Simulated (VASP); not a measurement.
Method: PBEsol GGA, VASP's PBE PAW potentials (set 64) (plane waves; VASP).

A VASP calculation is set up with these files.

**INCAR**
```
SYSTEM=TaO2
PREC=Accurate; ENCUT=400; LREAL=.FALSE.
LASPH=.TRUE.
EDIFF=1E-6; NELM=100; ALGO=Normal
LMAXMIX=6
ISMEAR=0; SIGMA=0.1
GGA=PS
ISIF=2
LWAVE=.FALSE.; LCHARG=.FALSE.
```

File POSCAR:
```
TaO2
4.7392490
  1.0000000000   0.0000000000   0.0000000000
  0.0000000000   1.0000000000   0.0000000000
  0.0000000000   0.0000000000   0.6440049890
Ta O
2 4
Cart
  0.0000000000   0.0000000000   0.0000000000
  0.5000000000   0.5000000000   0.3220024945
  0.3049600000   0.3049600000   0.0000000000
  0.8049600000   0.1950400000   0.3220024945
  0.1950400000   0.8049600000   0.3220024945
  0.6950400000   0.6950400000   0.0000000000
```

**KPOINTS**
```
Automatic mesh
0
Gamma
5 5 7
0 0 0
```

POTCAR, in this order: Ta_pv O (PBE.64 set). Program: vasp_std.

Output

### OUTCAR
```
 ion  position               nearest neighbor table
   1  0.000  0.000  0.000-   4 2.01   5 2.01   4 2.01   5 2.01   3 2.04   6 2.04
   2  0.500  0.500  0.500-   3 2.01   6 2.01   3 2.01   6 2.01   5 2.04   4 2.04
   3  0.305  0.305  0.000-   2 2.01   2 2.01   1 2.04
   4  0.805  0.195  0.500-   1 2.01   1 2.01   2 2.04
   5  0.195  0.805  0.500-   1 2.01   1 2.01   2 2.04
   6  0.695  0.695  0.000-   2 2.01   2 2.01   1 2.04
  LATTYP: Found a simple tetragonal cell.
 ALAT       =     4.7392490000
 C/A-ratio  =     0.6440049890
 Subroutine PRICEL returns:
 Original cell was already a primitive cell.
 Subroutine GETGRP returns: Found 16 space group operations
The static configuration has the point symmetry D_2h.
 The point group associated with its full space group is D_4h.
The dynamic configuration has the point symmetry D_2h.
 Subroutine INISYM returns: Found 16 space group operations
 Subroutine IBZKPT returns following result:
 Found     24 irreducible k-points:

 Following reciprocal coordinates:
            Coordinates               Weight
  0.000000  0.000000  0.000000      1.000000
  0.200000  0.000000  0.000000      4.000000
  0.400000  0.000000  0.000000      4.000000
...
```

**OSZICAR**
```
       N       E                     dE             d eps       ncg     rms          rms(c)
DAV:   1     0.371242442439E+03    0.37124E+03   -0.23080E+04  1328   0.144E+03
DAV:   2    -0.493688150246E+02   -0.42061E+03   -0.41409E+03  1660   0.425E+02
DAV:   3    -0.695898090667E+02   -0.20221E+02   -0.20027E+02  1468   0.983E+01
DAV:   4    -0.699870364907E+02   -0.39723E+00   -0.38812E+00  1786   0.125E+01
DAV:   5    -0.699932888066E+02   -0.62523E-02   -0.61704E-02  1567   0.123E+00    0.448E+01
DAV:   6    -0.616194158617E+02    0.83739E+01   -0.51896E+01  1484   0.462E+01    0.204E+01
DAV:   7    -0.614127625059E+02    0.20665E+00   -0.22132E+00  1513   0.960E+00    0.112E+01
DAV:   8    -0.613520678127E+02    0.60695E-01   -0.17519E-01  1558   0.343E+00    0.385E-01
DAV:   9    -0.613501297650E+02    0.19380E-02   -0.19277E-02  1676   0.896E-01    0.217E-01
DAV:  10    -0.613500480383E+02    0.81727E-04   -0.19518E-03  1455   0.407E-01    0.334E-02
DAV:  11    -0.613500614389E+02   -0.13401E-04   -0.20535E-04  1679   0.110E-01    0.177E-02
DAV:  12    -0.613500699213E+02   -0.84824E-05   -0.19684E-05  1622   0.327E-02    0.721E-03
DAV:  13    -0.613500701232E+02   -0.20191E-06   -0.85924E-07   926   0.856E-03
   1 F= -.61350070E+02 E0= -.61338502E+02  d E =-.231367E-01
```

### OUTCAR
```
------------------------ aborting loop because EDIFF is reached ----------------------------------------
  FORCE on cell =-STRESS in cart. coord.  units (eV):
  Direction    XX          YY          ZZ          XY          YZ          ZX
  --------------------------------------------------------------------------------------
  Total        1.7380316      1.7380316      0.6839478      0.0000000      0.0000000      0.0000000
  in kB       40.6209827     40.6209827     15.9851129      0.0000000      0.0000000      0.0000000
  external PRESSURE =      32.4090261 kB  Pullay stress =       0.0000000 kB
  volume of cell :       68.55
      direct lattice vectors                 reciprocal lattice vectors
     4.739249000  0.000000000  0.000000000     0.211003895  0.000000000  0.000000000
     0.000000000  4.739249000  0.000000000     0.000000000  0.211003895  0.000000000
     0.000000000  0.000000000  3.052100000     0.000000000  0.000000000  0.327643262
 POSITION                                       TOTAL-FORCE (eV/Angst)
 -----------------------------------------------------------------------------------
      0.00000      0.00000      0.00000         0.000000      0.000000      0.000000
      2.36962      2.36962      1.52605         0.000000      0.000000      0.000000
      1.44528      1.44528      0.00000        -0.907468     -0.907468     -0.000000
      3.81491      0.92434      1.52605        -0.907468      0.907468      0.000000
      0.92434      3.81491      1.52605         0.907468     -0.907468      0.000000
      3.29397      3.29397      0.00000         0.907468      0.907468      0.000000
 -----------------------------------------------------------------------------------
    total drift:                                0.000000     -0.000000     -0.000000
  FREE ENERGIE OF THE ION-ELECTRON SYSTEM (eV)
  ---------------------------------------------------
  free  energy   TOTEN  =       -61.3500701232 eV

  energy  without entropy=      -61.3269334440  energy(sigma->0) =      -61.33850178
```
(Selected blocks of OUTCAR.)

At this cut-off the stress carries a Pulay error, which pulls relaxed volumes low.

The structure was generated: TaO2 was put into an ordered model structure, which need not be its known phase. The cell was not relaxed at this level, and its volume differs by -5.9 % from the start's.
